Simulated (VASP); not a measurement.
Output of a VASP run:

OSZICAR:
```
...
DAV:   9    -0.632036842668E+01    0.59623E-02   -0.25485E-02   902   0.499E+00    0.234E-01
DAV:  10    -0.632047379132E+01   -0.10536E-03   -0.98531E-04   889   0.272E-01    0.187E-01
DAV:  11    -0.632036126119E+01    0.11253E-03   -0.68140E-04  1073   0.878E-01    0.381E-02
DAV:  12    -0.632037825900E+01   -0.16998E-04   -0.13046E-04  1178   0.934E-02    0.467E-02
DAV:  13    -0.632037917861E+01   -0.91961E-06   -0.13820E-06   575   0.203E-02
   1 F= -.46803613E+01 E0= -.46803613E+01  d E =-.468036E+01
       N       E                     dE             d eps       ncg     rms          rms(c)
DAV:   1    -0.107554135773E+02   -0.44350E+01   -0.57541E+01   764   0.187E+02    0.209E+01
DAV:   2    -0.116569755449E+02   -0.90156E+00   -0.91141E+01   754   0.286E+02    0.118E+01
DAV:   3    -0.644430939210E+01    0.52127E+01   -0.17007E+01   894   0.129E+02    0.352E+00
DAV:   4    -0.626523675004E+01    0.17907E+00   -0.38768E+00  1062   0.658E+01    0.282E+00
DAV:   5    -0.622756291740E+01    0.37674E-01   -0.13083E+00   957   0.332E+01    0.192E+00
DAV:   6    -0.621880559715E+01    0.87573E-02   -0.36780E-02  1186   0.382E+00    0.161E+00
DAV:   7    -0.620485789379E+01    0.13948E-01   -0.10281E-01   889   0.112E+01    0.723E-01
DAV:   8    -0.620348243217E+01    0.13755E-02   -0.56082E-03  1178   0.199E+00    0.199E-01
DAV:   9    -0.620342965248E+01    0.52780E-04   -0.44326E-04  1112   0.169E-01    0.137E-01
DAV:  10    -0.620332132623E+01    0.10833E-03   -0.13404E-04  1162   0.404E-01    0.806E-02
DAV:  11    -0.620328168426E+01    0.39642E-04   -0.32855E-04  1012   0.626E-01    0.345E-02
DAV:  12    -0.620328243020E+01   -0.74594E-06   -0.64424E-05  1136   0.142E-01    0.196E-02
DAV:  13    -0.620328240329E+01    0.26916E-07   -0.68923E-07   427   0.206E-02
   2 F= -.47408826E+01 E0= -.47408826E+01  d E =-.605213E-01
       N       E                     dE             d eps       ncg     rms          rms(c)
DAV:   1    -0.649515350507E+01   -0.29187E+00   -0.40120E+00   754   0.545E+01    0.369E+00
DAV:   2    -0.633651095270E+01    0.15864E+00   -0.20245E+00   829   0.540E+01    0.140E+00
DAV:   3    -0.626873257249E+01    0.67778E-01   -0.40501E-01   779   0.220E+01    0.739E-01
DAV:   4    -0.625928391803E+01    0.94487E-02   -0.31807E-02  1109   0.333E+00    0.210E-01
DAV:   5    -0.625908420515E+01    0.19971E-03   -0.62927E-04  1018   0.252E-01    0.169E-01
DAV:   6    -0.625883284045E+01    0.25136E-03   -0.20729E-04  1216   0.518E-01    0.354E-02
DAV:   7    -0.625882811791E+01    0.47225E-05   -0.10644E-04   887   0.135E-01    0.114E-02
DAV:   8    -0.625882834312E+01   -0.22521E-06   -0.14442E-06   687   0.132E-02
   3 F= -.47521872E+01 E0= -.47521872E+01  d E =-.718260E-01
       N       E                     dE             d eps       ncg     rms          rms(c)
DAV:   1    -0.626522267686E+01   -0.63946E-02   -0.34883E-02   754   0.498E+00    0.365E-01
DAV:   2    -0.626396304332E+01    0.12596E-02   -0.21817E-02   779   0.513E+00    0.158E-01
DAV:   3    -0.626312957784E+01    0.83347E-03   -0.44969E-03   769   0.243E+00    0.642E-02
DAV:   4    -0.626305708316E+01    0.72495E-04   -0.24130E-04   874   0.154E-01    0.219E-02
DAV:   5    -0.626305303052E+01    0.40526E-05   -0.94656E-06  1081   0.857E-02    0.188E-02
DAV:   6    -0.626305106195E+01    0.19686E-05   -0.14236E-06   546   0.204E-02    0.702E-03
DAV:   7    -0.626305067242E+01    0.38953E-06   -0.90778E-07   469   0.281E-02
   4 F= -.47522019E+01 E0= -.47522019E+01  d E =-.718406E-01
```

OUTCAR:
```
------------------------ aborting loop because EDIFF is reached ----------------------------------------
  FORCE on cell =-STRESS in cart. coord.  units (eV):
  Direction    XX          YY          ZZ          XY          YZ          ZX
  --------------------------------------------------------------------------------------
  Total        1.4866145      1.4866145      1.4866145     -0.0000000      0.0000000     -0.0000000
  in kB       49.1979916     49.1979916     49.1979916     -0.0000000      0.0000000     -0.0000000
  external PRESSURE =      -0.8020084 kB  Pullay stress =      50.0000000 kB
  volume of cell :       48.41
      direct lattice vectors                 reciprocal lattice vectors
    -0.000000000  2.892747516  2.892747516    -0.172846056  0.172846056  0.172846056
     2.892747516 -0.000000000  2.892747516     0.172846056 -0.172846056  0.172846056
     2.892747516  2.892747516 -0.000000000     0.172846056  0.172846056 -0.172846056
  FREE ENERGIE OF THE ION-ELECTRON SYSTEM (eV)
  ---------------------------------------------------
  free  energy   TOTEN  =        -6.2630506724 eV

  energy  without entropy=       -6.2630506724  energy(sigma->0) =       -6.26305067
  enthalpy is  TOTEN    =        -4.7522018668 eV   P V=        1.5108488056

 reached required accuracy - stopping structural energy minimisation
```
(Selected blocks of OUTCAR.)

File POSCAR:
```
CuI
1
    0.0000000000     2.9729416910     2.9729416910
    2.9729416910     0.0000000000     2.9729416910
    2.9729416910     2.9729416910    -0.0000000000
Cu I
1 1
Direct
  0.0000000000   0.0000000000   0.0000000000
  0.2500000000   0.2500000000   0.2500000000
```

**Question.** Reconstruct the remaining input files.

**Answer.** One answer among several that fit: the input of the run itself, PBEsol GGA, plane waves, VASP's PBE PAW potentials (set 64).

File KPOINTS:
```
kpoints
0
gamma
  8 8 8
```

### INCAR
```
! general
SYSTEM  = CuI
PREC    = Accurate
ENCUT   = 500
LREAL   = F
LASPH   = T

! electronic loop
EDIFF   = 1E-6
NELM    = 100
ALGO    = Normal
LMAXMIX = 4

! smearing
ISMEAR  = 0
SIGMA   = 0.05

! functional
GGA     = PS

! ions
IBRION  = 2
NSW     = 40
ISIF    = 3
EDIFFG  = -0.02
PSTRESS = 50

! output
LWAVE   = F
LCHARG  = F
```

POTCAR, in this order: Cu I (PBE.64 set). Program: vasp_std.

Energy and stress use the plane-wave basis of the starting cell.

The structure was generated: CuI was put into the zinc blende type (F-43m), which need not be its known phase. This run relaxes it under an external pressure of 5 GPa. Symmetry was kept, so distortions that lower it aren't found.
